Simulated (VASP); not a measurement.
Method: r2SCAN meta-GGA, VASP's PBE PAW potentials (set 64) (plane waves; VASP). Each cell was relaxed at this level, without spin-orbit coupling.

Task: Which of these comes out without a gap?
A. HfN, Fm-3m (225)
B. InP, F-43m (216)
C. SiO2, P3_221 (154)
D. Se, P3_121 (152)

Result: A, HfN, Fm-3m (225). The others have gaps of 1.32 eV (Se, P3_121 (152)), 6.58 eV (SiO2, P3_221 (154)), 1.04 eV (InP, F-43m (216)).
